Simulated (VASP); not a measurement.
```
CELL_PARAMETERS angstrom
      2.93994     0.00000     0.00000
     -1.46997     2.54606     0.00000
      0.00000     0.00000     2.89018
ATOMIC_POSITIONS crystal
  Ta 0.00000 0.00000 0.50000
  N  0.66667 0.33333 0.00000
```

Computed with PBEsol GGA, VASP's PBE PAW potentials (set 64) (plane waves; VASP). Run with 400 eV cut-off, 9×9×8 Γ-centred mesh, Fermi-Dirac smearing of 0.10 eV, potentials Ta_pv N.

At this cut-off the stress carries a Pulay error, which pulls relaxed volumes low. Unless said otherwise, spin-orbit coupling is left out, though it shifts the bands of the heavy elements here.

Question: Predict the energy per atom (σ→0), pressure, band gap (on the k-mesh) with the smallest direct gap where there is one.

Answer: 
- band gap (on the k-mesh): none (metal, semimetal or under 0.01 eV)
- energy per atom (σ→0): -11.902 eV/atom
- pressure: -8.68 GPa

The absolute energy has meaning only against runs of the same code, potentials and settings.

The structure comes from a computed database's TaN entry (P-6m2); how it stands against other phases isn't given here. The cell was not relaxed at this level.
